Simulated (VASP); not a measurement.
Output of a VASP run:

File OUTCAR:
```
 ion  position               nearest neighbor table
   1  0.500  0.500  0.500-   2 2.52   2 2.52   2 2.52   2 2.52   2 2.52   2 2.52   2 2.52   2 2.52
  LATTYP: Found a simple cubic cell.
 ALAT       =     2.9111892944
 Subroutine PRICEL returns:
 Original cell was already a primitive cell.
 Subroutine GETGRP returns: Found 48 space group operations
The static configuration has the point symmetry O_h .
The dynamic configuration has the point symmetry O_h .
 Subroutine INISYM returns: Found 48 space group operations
 Subroutine IBZKPT returns following result:
 Found     56 irreducible k-points:

 Following reciprocal coordinates:
            Coordinates               Weight
  0.000000  0.000000  0.000000      1.000000
  0.090909  0.000000  0.000000      6.000000
  0.181818  0.000000  0.000000      6.000000
  0.272727  0.000000  0.000000      6.000000
  0.363636  0.000000  0.000000      6.000000
  0.454545  0.000000  0.000000      6.000000
  0.090909  0.090909  0.000000     12.000000
  0.181818  0.090909  0.000000     24.000000
  0.272727  0.090909  0.000000     24.000000
  0.363636  0.090909  0.000000     24.000000
  0.454545  0.090909  0.000000     24.000000
  0.181818  0.181818  0.000000     12.000000
  0.272727  0.181818  0.000000     24.000000
  0.363636  0.181818  0.000000     24.000000
  0.454545  0.181818  0.000000     24.000000
  0.272727  0.272727  0.000000     12.000000
  0.363636  0.272727  0.000000     24.000000
  0.454545  0.272727  0.000000     24.000000
  0.363636  0.363636  0.000000     12.000000
  0.454545  0.363636  0.000000     24.000000
  0.454545  0.454545  0.000000     12.000000
  0.090909  0.090909  0.090909      8.000000
  0.181818  0.090909  0.090909     24.000000
  0.272727  0.090909  0.090909     24.000000
  0.363636  0.090909  0.090909     24.000000
  0.454545  0.090909  0.090909     24.000000
  0.181818  0.181818  0.090909     24.000000
  0.272727  0.181818  0.090909     48.000000
  0.363636  0.181818  0.090909     48.000000
  0.454545  0.181818  0.090909     48.000000
  0.272727  0.272727  0.090909     24.000000
  0.363636  0.272727  0.090909     48.000000
  0.454545  0.272727  0.090909     48.000000
  0.363636  0.363636  0.090909     24.000000
  0.454545  0.363636  0.090909     48.000000
  0.454545  0.454545  0.090909     24.000000
  0.181818  0.181818  0.181818      8.000000
  0.272727  0.181818  0.181818     24.000000
  0.363636  0.181818  0.181818     24.000000
  0.454545  0.181818  0.181818     24.000000
   k-points           NKPTS =     56   k-points in BZ     NKDIM =     56   number of bands    NBANDS=     10
   number of dos      NEDOS =    301   number of ions     NIONS =      2
   total plane-waves  NPLWV =  13824
   dimension x,y,z NGX =    24 NGY =   24 NGZ =   24
   dimension x,y,z NGXF=    48 NGYF=   48 NGZF=   48
   ions per type =               1   1
   PREC   = accura    normal or accurate (medium, high low for compatibility)
   ISTART =      0    job   : 0-new  1-cont  2-samecut
   ICHARG =      2    charge: 1-file 2-atom 10-const
   ISPIN  =      1    spin polarized calculation?
   LNONCOLLINEAR =      F non collinear calculations
   LSORBIT =      F    spin-orbit coupling
   INIWAV =      1    electr: 0-lowe 1-rand  2-diag
   ENCUT  =  520.0 eV  38.22 Ry    6.18 a.u.   5.41  5.41  5.41*2*pi/ulx,y,z
   NELM   =    100;   NELMIN=  2; NELMDL= -5     # of ELM steps
   EDIFF  = 0.1E-05   stopping-criterion for ELM
   LREAL  =      F    real-space projection
   NLSPLINE    = F    spline interpolate recip. space projectors
   LMAXMIX     =    4 max onsite mixed and CHGCAR
   VOSKOWN=      0    Vosko Wilk Nusair interpolation
   EDIFFG = -.1E-01   stopping-criterion for IOM
   NSW    =     60    number of steps for IOM
   NBLOCK =      1;   KBLOCK =     60    inner block; outer block
   IBRION =      2    ionic relax: 0-MD 1-quasi-New 2-CG
   NFREE  =      1    steps in history (QN), initial steepest desc. (CG)
...
```

File OSZICAR:
```
       N       E                     dE             d eps       ncg     rms          rms(c)
DAV:   1     0.429849424752E+02    0.42985E+02   -0.57987E+03  1120   0.136E+03
DAV:   2    -0.994222784219E+01   -0.52927E+02   -0.50358E+02  1126   0.213E+02
DAV:   3    -0.112216142748E+02   -0.12794E+01   -0.12632E+01  1322   0.421E+01
DAV:   4    -0.112442785162E+02   -0.22664E-01   -0.22647E-01  1346   0.501E+00
DAV:   5    -0.112449317938E+02   -0.65328E-03   -0.65326E-03  1250   0.869E-01    0.115E+01
DAV:   6    -0.131709293542E+02   -0.19260E+01   -0.56632E+01  1256   0.128E+02    0.158E+01
DAV:   7    -0.992976471144E+01    0.32412E+01   -0.16401E+01  1238   0.770E+01    0.118E+00
DAV:   8    -0.992393585216E+01    0.58289E-02   -0.44498E-01  1398   0.850E+00    0.106E+00
DAV:   9    -0.991089198802E+01    0.13044E-01   -0.60187E-02  1314   0.399E+00    0.186E-01
DAV:  10    -0.991058830932E+01    0.30368E-03   -0.16352E-03  1316   0.636E-01    0.703E-02
DAV:  11    -0.991058297359E+01    0.53357E-05   -0.42257E-05  1234   0.628E-02    0.274E-02
DAV:  12    -0.991058092836E+01    0.20452E-05   -0.52836E-06  1148   0.440E-02    0.306E-03
DAV:  13    -0.991058047284E+01    0.45552E-06   -0.13158E-07   572   0.586E-03
   1 F= -.99105805E+01 E0= -.99104208E+01  d E =-.991058E+01
```

File OUTCAR:
```
------------------------ aborting loop because EDIFF is reached ----------------------------------------
  FORCE on cell =-STRESS in cart. coord.  units (eV):
  Direction    XX          YY          ZZ          XY          YZ          ZX
  --------------------------------------------------------------------------------------
  Total        0.0147787      0.0147787      0.0147787      0.0000000     -0.0000000      0.0000000
  in kB        0.9597022      0.9597022      0.9597022      0.0000000     -0.0000000      0.0000000
  external PRESSURE =       0.9597022 kB  Pullay stress =       0.0000000 kB
  volume of cell :       24.67
      direct lattice vectors                 reciprocal lattice vectors
     2.911189294  0.000000000  0.000000000     0.343502225  0.000000000  0.000000000
     0.000000000  2.911189294  0.000000000     0.000000000  0.343502225  0.000000000
     0.000000000  0.000000000  2.911189294     0.000000000  0.000000000  0.343502225
 POSITION                                       TOTAL-FORCE (eV/Angst)
 -----------------------------------------------------------------------------------
      1.45559      1.45559      1.45559         0.000000      0.000000      0.000000
      0.00000      0.00000      0.00000         0.000000      0.000000      0.000000
 -----------------------------------------------------------------------------------
    total drift:                               -0.000000      0.000000      0.000000
  FREE ENERGIE OF THE ION-ELECTRON SYSTEM (eV)
  ---------------------------------------------------
  free  energy   TOTEN  =        -9.9105804728 eV

  energy  without entropy=       -9.9101013726  energy(sigma->0) =       -9.91042077

 reached required accuracy - stopping structural energy minimisation
```
(Selected blocks of OUTCAR.)

POSCAR:
```
NiAl
1
    2.9111892944    -0.0000000000    -0.0000000000
   -0.0000000000     2.9111892944     0.0000000000
   -0.0000000000     0.0000000000     2.9111892944
Al Ni
1 1
Direct
  0.5000000000   0.5000000000   0.5000000000
  0.0000000000   0.0000000000   0.0000000000
```

Q: Reconstruct the remaining input files.

A: One answer among several that fit: the input of the run itself, revPBE GGA, plane waves, VASP's PBE PAW potentials (set 64).

### INCAR
```
ALGO  =  Normal
EDIFF  =  1E-6
EDIFFG  =  -0.01
ENCUT  =  520
GGA  =  RE
IBRION  =  2
ISIF  =  3
ISMEAR  =  1
LASPH  =  .True.
LCHARG  =  .False.
LMAXMIX  =  4
LREAL  =  .False.
LWAVE  =  .False.
NELM  =  100
NSW  =  60
PREC  =  Accurate
SIGMA  =  0.1
SYSTEM  =  NiAl
```

### KPOINTS
```
Regular mesh
0
Gamma
  11 11 11
```

POTCAR, in this order: Al Ni (PBE.64 set). Program: vasp_std.

The compound is NiAl in the CsCl type structure. It was relaxed first. The start is the result of an earlier pass. The run is not spin-polarised, so no magnetic state was tried. The electron count is odd and the run is not spin-polarised, which forces a metal.
